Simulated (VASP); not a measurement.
**Nb3ZrC4 (ordered alloy cell): computed properties**

Computed with PBEsol GGA, VASP's PBE PAW potentials (set 64) (plane waves; VASP).

```json
{
  "space_group": "Pm-3m (221)",
  "cell": "a = 4.499 Å, b = 4.499 Å, c = 4.499 Å, α = 90.00°, β = 90.00°, γ = 90.00°",
  "volume_per_atom": "11.38 Å^3/atom",
  "band gap (over mesh and band path)": "none (metal, semimetal or under 0.01 eV)",
  "density": "7.62 g/cm³"
}
```

```
CELL_PARAMETERS angstrom
      4.49894     0.00000     0.00000
      0.00000     4.49894     0.00000
      0.00000     0.00000     4.49894
ATOMIC_POSITIONS crystal
  Zr 0.00000 0.00000 0.00000
  C  0.50000 0.50000 0.50000
  C  0.00000 0.00000 0.50000
  C  0.00000 0.50000 0.00000
  C  0.50000 0.00000 0.00000
  Nb 0.50000 0.50000 0.00000
  Nb 0.50000 0.00000 0.50000
  Nb 0.00000 0.50000 0.50000
```

The structure was generated: Nb3ZrC4 was put into an ordered model structure (Pm-3m), which need not be its known phase. It was relaxed first. Symmetry was kept, so distortions that lower it aren't found. The electron count is odd and the run is not spin-polarised, which forces a metal.
